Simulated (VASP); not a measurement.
Here is the system:

```
WS2
1.0
    1.58921    -2.75260     0.00000
    1.58921     2.75260     0.00000
    0.00000     0.00000    15.17849
W S
2 4
Direct
  0.33333   0.66667   0.25000
  0.66667   0.33333   0.75000
  0.33333   0.66667   0.85254
  0.66667   0.33333   0.35254
  0.66667   0.33333   0.14746
  0.33333   0.66667   0.64746
```

Calculation: RPBE GGA, VASP's PBE PAW potentials (set 64) (plane waves; VASP). Settings: 520 eV cut-off, 8×8×2 Γ-centred mesh, Gaussian smearing of 0.050 eV, potentials W_sv S.

Without a dispersion term in the relaxation, distances and binding between the weakly bound layers, chains or molecules are unreliable, and so is what depends on them.

**Question.** The ions and cell shape at fixed volume are relaxed. Predict the relaxed structure.

**Answer.** 
```
WS2
1.0
    1.60312    -2.77669     0.00000
    1.60312     2.77669     0.00000
    0.00000     0.00000    14.91618
W S
2 4
Direct
  0.33333   0.66667   0.25000
  0.66667   0.33333   0.75000
  0.33333   0.66667   0.85543
  0.66667   0.33333   0.35543
  0.66667   0.33333   0.14457
  0.33333   0.66667   0.64457
```
Space group P6_3/mmc (194), at a tolerance of 0.03 Å.

**Question.** How much energy does the relaxation gain?

**Answer.** The energy (σ→0) changes by -7.0 meV/atom, in 8 ionic steps.

```
step  E(σ→0) (eV)  max force (eV/Å)  pressure (GPa)  volume (Å³)
----  -----------  ----------------  --------------  -----------
1        -44.9585             0.526            3.89       132.80
2        -44.9825             0.018            1.69       132.80
3        -44.9827             0.032            1.89       132.80
4        -44.9953             0.024            1.20       132.80
5        -45.0004             0.015            0.41       132.80
6        -45.0004             0.015            0.38       132.80
7        -45.0004             0.015            0.26       132.80
8        -45.0005             0.001            0.32       132.80
```

The compound is WS2 in the 2H layered structure. This cell is one point of a volume scan, at 0.97 of the reference volume. Symmetry was kept, so distortions that lower it aren't found.
